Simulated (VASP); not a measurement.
The input files of a VASP run:

**KPOINTS**
```
Automatic mesh
0
Gamma
15 15 15
0 0 0
```

### POSCAR
```
Co
1
   -2.2026700000     2.2026700000     1.2018030000
    2.2026700000    -2.2026700000     1.2018030000
    2.2026700000     2.2026700000    -1.2018030000
Co
2
Direct
  0.7500000000   0.2500000000   0.5000000000
  0.0000000000   0.0000000000   0.0000000000
```

INCAR:
```
! general
SYSTEM  = Co
PREC    = Accurate
ENCUT   = 400
LREAL   = F   ! projection in real space or not
LASPH   = T

! electronic loop
EDIFF   = 1E-6   ! SCF stop (eV)
NELM    = 100
ALGO    = Normal   ! blocked Davidson
LMAXMIX = 4

! smearing
ISMEAR  = 1   ! Methfessel-Paxton
SIGMA   = 0.1

! functional
GGA     = PS

! spin
ISPIN   = 2   ! spin-polarised
MAGMOM  = 3.0 3.0

! ions
IBRION  = 2   ! conjugate gradients
NSW     = 60   ! most ionic steps
ISIF    = 3
EDIFFG  = -0.01

! output
LWAVE   = F
LCHARG  = F
LORBIT  = 10
```

POTCAR, in this order: Co (PBE.64 set). Program: vasp_std.

### Question
Translate this PBEsol calculation to Ansatz.

### Answer
One equivalent input (not run):
Ansatz 0.2 input:
```yaml
crystal:
  lattice:
    - [-2.2026700, 2.2026700, 1.2018030]
    - [2.2026700, -2.2026700, 1.2018030]
    - [2.2026700, 2.2026700, -1.2018030]
  atoms:
    - { symbol: Co, position: [0.7500000, 0.2500000, 0.5000000], spin: 3 }
    - { symbol: Co, position: [0.0000000, 0.0000000, 0.0000000], spin: 3 }
kpoints:
  mp_grid: { grid: [15, 15, 15] }
hamiltonian:
  xc: pbesol
  pseudopotentials: { kind: paw }
magnetization: { spin_polarized: true }
scf:
  occupations: { method: methfessel_paxton, width: 0.1 }
  max_iter: 100
relax:
  max_steps: 60
  f_tol: 0.01
  cell: {}
output: { forces: true, stress: true, eigenvalues: true }
```
What does not carry over: each code has its own PAW files, so the cut-off isn't converted (ENCUT is set for VASP's; basis.ecutwfc is left out, and Ansatz then takes the one that its files recommend); Ansatz stops its SCF on the density residual and VASP on the energy change (EDIFF).

The structure was generated: Co was put into the beta-Sn type (I4_1/amd), which need not be its known phase. This run relaxes it. Symmetry was kept, so distortions that lower it aren't found.
